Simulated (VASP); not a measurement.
```
CdS
1.0
    0.00000     2.96837     2.96837
    2.96837     0.00000     2.96837
    2.96837     2.96837     0.00000
Cd S
1 1
Direct
  0.00000   0.00000   0.00000
  0.25000   0.25000   0.25000
```

Level of theory: PBE GGA, VASP's PBE PAW potentials (set 64) (plane waves; VASP). Settings: 520 eV cut-off, Gaussian smearing of 0.050 eV, potentials Cd S.

Problem. Give the energies of bands 6 to 11 at the high-symmetry points, in eV from the valence-band maximum.

Solution. 
```json
[
 {"band": "6", "Γ": "-7.14", "X": "-6.75", "U": "-6.64", "L": "-6.81", "W": "-6.59"},
 {"band": "7", "Γ": "0.00", "X": "-3.73", "U": "-3.69", "L": "-4.09", "W": "-3.65"},
 {"band": "8", "Γ": "0.00", "X": "-1.70", "U": "-2.31", "L": "-0.68", "W": "-2.04"},
 {"band": "9", "Γ": "0.00", "X": "-1.70", "U": "-1.38", "L": "-0.68", "W": "-2.01"},
 {"band": "10", "Γ": "1.03", "X": "3.64", "U": "4.23", "L": "2.93", "W": "5.20"},
 {"band": "11", "Γ": "6.55", "X": "4.27", "U": "5.33", "L": "7.00", "W": "5.45"}
]
```

The gap is direct, 1.03 eV, from the valence maximum at Γ to the conduction minimum at Γ.

Measured: gap 2.48 eV at 4 K (computed value off by -1.45 eV), as given by arXiv:1206.3780.

The compound is CdS in the zinc blende structure, a metastable form; wurtzite is the usual one. It was relaxed first, which changed the volume by +6 %.
